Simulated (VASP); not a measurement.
Consider the following.

```
CELL_PARAMETERS angstrom
      0.00000     2.44060     2.44060
      2.44060     0.00000     2.44060
      2.44060     2.44060     0.00000
ATOMIC_POSITIONS crystal
  Y  0.00000 0.00000 0.00000
  N  0.50000 0.50000 0.50000
```

The numbers are results of rev-vdW-DF2, VASP's PBE PAW potentials (set 64) (plane waves; VASP), not measurements. Run with 520 eV cut-off, Gaussian smearing of 0.050 eV, potentials Y_sv N.

### Question
Give the energies of bands 6 to 11 at the high-symmetry points, in eV from the valence-band maximum.

### Answer

```tsv
band	Γ	X	U	L	W
6	0.00	-1.48	-2.19	-4.08	-2.15
7	0.00	-0.38	-1.57	-2.25	-1.53
8	0.00	-0.38	-1.31	-2.25	-1.53
9	3.12	0.17	2.45	5.71	4.00
10	3.12	6.89	6.27	6.37	4.00
11	3.12	7.29	7.04	6.37	7.36
```

The gap is indirect, 0.17 eV, from the valence maximum at Γ to the conduction minimum at X.

The compound is YN in the rock salt structure. It was relaxed first.
